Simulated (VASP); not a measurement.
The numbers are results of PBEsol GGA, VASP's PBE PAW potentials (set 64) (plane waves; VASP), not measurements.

VASP ran on this input.

POSCAR:
```
Lu
1
    3.2153120000     0.0000000000     0.0000000000
    0.0000000000     3.2153120000     0.0000000000
    0.0000000000     0.0000000000     3.2153120000
Lu
1
Direct
  0.0000000000   0.0000000000   0.0000000000
```

### INCAR
```
LWAVE = .FALSE.
ENCUT = 400   # plane-wave cut-off (eV)
NSW = 60   # most ionic steps
PREC = Accurate
IBRION = 2   # conjugate gradients
EDIFF = 1E-6   # SCF stop (eV)
SYSTEM = Lu
NELM = 100
GGA = PS   # PBEsol
ALGO = Normal   # blocked Davidson
SIGMA = 0.1
EDIFFG = -0.01   # ionic stop
LASPH = .TRUE.
LREAL = .FALSE.   # projection in real space or not
ISIF = 3   # ions, shape and volume
LMAXMIX = 6   # l cut-off of mixed one-centre charges
LCHARG = .FALSE.
ISMEAR = 1
```

**KPOINTS**
```
K-points
0
gamma
 10 10 10
0 0 0
```

POTCAR, in this order: Lu_3 (PBE.64 set). Program: vasp_std.

Output of the run:

OUTCAR:
```
 ion  position               nearest neighbor table
   1  0.000  0.000  0.000-
  LATTYP: Found a simple cubic cell.
 ALAT       =     3.2153120000
 Subroutine PRICEL returns:
 Original cell was already a primitive cell.
 Subroutine GETGRP returns: Found 48 space group operations
The static configuration has the point symmetry O_h .
The dynamic configuration has the point symmetry O_h .
 Subroutine INISYM returns: Found 48 space group operations
 Subroutine IBZKPT returns following result:
 Found     56 irreducible k-points:

 Following reciprocal coordinates:
            Coordinates               Weight
  0.000000  0.000000  0.000000      1.000000
  0.100000  0.000000  0.000000      6.000000
  0.200000  0.000000  0.000000      6.000000
  0.300000  0.000000  0.000000      6.000000
  0.400000  0.000000  0.000000      6.000000
  0.500000  0.000000  0.000000      3.000000
  0.100000  0.100000  0.000000     12.000000
  0.200000  0.100000  0.000000     24.000000
  0.300000  0.100000  0.000000     24.000000
  0.400000  0.100000  0.000000     24.000000
  0.500000  0.100000  0.000000     12.000000
  0.200000  0.200000  0.000000     12.000000
  0.300000  0.200000  0.000000     24.000000
  0.400000  0.200000  0.000000     24.000000
  0.500000  0.200000  0.000000     12.000000
  0.300000  0.300000  0.000000     12.000000
  0.400000  0.300000  0.000000     24.000000
  0.500000  0.300000  0.000000     12.000000
  0.400000  0.400000  0.000000     12.000000
  0.500000  0.400000  0.000000     12.000000
  0.500000  0.500000  0.000000      3.000000
  0.100000  0.100000  0.100000      8.000000
  0.200000  0.100000  0.100000     24.000000
  0.300000  0.100000  0.100000     24.000000
  0.400000  0.100000  0.100000     24.000000
...
```

OSZICAR:
```
       N       E                     dE             d eps       ncg     rms          rms(c)
DAV:   1     0.192207138273E+00    0.19221E+00   -0.44466E+03  1344   0.941E+02
DAV:   2    -0.377482311689E+01   -0.39670E+01   -0.38634E+01   952   0.504E+01
DAV:   3    -0.403286365919E+01   -0.25804E+00   -0.24690E+00  1736   0.117E+01
DAV:   4    -0.403333654421E+01   -0.47289E-03   -0.47276E-03   944   0.620E-01
DAV:   5    -0.403334989814E+01   -0.13354E-04   -0.13353E-04  1744   0.181E-01    0.147E+01
DAV:   6    -0.399936638374E+01    0.33984E-01   -0.40677E-02  1384   0.360E+00    0.872E+00
DAV:   7    -0.399319578261E+01    0.61706E-02   -0.65739E-02  1424   0.453E+00    0.329E-01
DAV:   8    -0.399232478506E+01    0.87100E-03   -0.61918E-03  1488   0.118E+00    0.447E-01
DAV:   9    -0.399227699033E+01    0.47795E-04   -0.19303E-04  1584   0.256E-01    0.117E-02
DAV:  10    -0.399227470107E+01    0.22893E-05   -0.64360E-06  1496   0.378E-02    0.147E-02
DAV:  11    -0.399227461405E+01    0.87021E-07   -0.13215E-07   864   0.597E-03
   1 F= -.39922746E+01 E0= -.39922343E+01  d E =-.399227E+01
       N       E                     dE             d eps       ncg     rms          rms(c)
DAV:   1    -0.409738623871E+01   -0.10511E+00   -0.29114E+00   896   0.552E+01    0.176E+00
DAV:   2    -0.402980656148E+01    0.67580E-01   -0.13211E-01  1344   0.686E+00    0.795E-01
DAV:   3    -0.400510013924E+01    0.24706E-01   -0.70087E-02  1360   0.567E+00    0.358E-01
DAV:   4    -0.400535415805E+01   -0.25402E-03   -0.17891E-03  1296   0.367E-01    0.780E-02
DAV:   5    -0.400527302593E+01    0.81132E-04   -0.49040E-04  1416   0.561E-01    0.275E-02
DAV:   6    -0.400527572439E+01   -0.26985E-05   -0.53914E-06  1480   0.373E-02    0.590E-03
DAV:   7    -0.400527507672E+01    0.64767E-06   -0.20319E-06  1288   0.329E-02
   2 F= -.40052751E+01 E0= -.40052530E+01  d E =-.130005E-01
       N       E                     dE             d eps       ncg     rms          rms(c)
DAV:   1    -0.403132451865E+01   -0.26049E-01   -0.76886E-01   896   0.287E+01    0.944E-01
DAV:   2    -0.401365090972E+01    0.17674E-01   -0.35890E-02  1344   0.359E+00    0.408E-01
DAV:   3    -0.400704085315E+01    0.66101E-02   -0.17756E-02  1368   0.289E+00    0.163E-01
DAV:   4    -0.400703686824E+01    0.39849E-05   -0.25301E-04  1352   0.256E-01    0.599E-02
DAV:   5    -0.400704441844E+01   -0.75502E-05   -0.95195E-05  1352   0.239E-01    0.137E-02
DAV:   6    -0.400704303949E+01    0.13789E-05   -0.88575E-07   896   0.968E-03    0.686E-04
DAV:   7    -0.400704304343E+01   -0.39410E-08   -0.41882E-08   552   0.566E-03
   3 F= -.40070430E+01 E0= -.40073526E+01  d E =-.147684E-01
```

File OUTCAR:
```
------------------------ aborting loop because EDIFF is reached ----------------------------------------
  FORCE on cell =-STRESS in cart. coord.  units (eV):
  Direction    XX          YY          ZZ          XY          YZ          ZX
  --------------------------------------------------------------------------------------
  Total        0.0073640      0.0073640      0.0073640      0.0000000      0.0000000     -0.0000000
  in kB        0.3843610      0.3843610      0.3843610      0.0000000      0.0000000     -0.0000000
  external PRESSURE =       0.3843610 kB  Pullay stress =       0.0000000 kB
  volume of cell :       30.70
      direct lattice vectors                 reciprocal lattice vectors
     3.131087336 -0.000000000  0.000000000     0.319377869  0.000000000 -0.000000000
    -0.000000000  3.131087336 -0.000000000     0.000000000  0.319377869  0.000000000
     0.000000000 -0.000000000  3.131087336    -0.000000000  0.000000000  0.319377869
 POSITION                                       TOTAL-FORCE (eV/Angst)
 -----------------------------------------------------------------------------------
      0.00000      0.00000      0.00000         0.000000     -0.000000      0.000000
 -----------------------------------------------------------------------------------
    total drift:                                0.000000     -0.000000      0.000000
  FREE ENERGIE OF THE ION-ELECTRON SYSTEM (eV)
  ---------------------------------------------------
  free  energy   TOTEN  =        -4.0070430434 eV

  energy  without entropy=       -4.0079717252  energy(sigma->0) =       -4.00735260

 reached required accuracy - stopping structural energy minimisation
```
(Selected blocks of OUTCAR.)

File CONTCAR:
```
Lu
   1.00000000000000
     3.1310873358698945   -0.0000000000000000    0.0000000000000000
    -0.0000000000000000    3.1310873358698945   -0.0000000000000000
     0.0000000000000000   -0.0000000000000000    3.1310873358698945
  Lu
     1
Direct
     0.0000000000000000    0.0000000000000000    0.0000000000000000
```

Energy and stress use the plane-wave basis of the starting cell.

The structure was generated: Lu was put into the simple-cubic type (Pm-3m), which need not be its known phase. This run relaxes it. Symmetry was kept, so distortions that lower it aren't found.
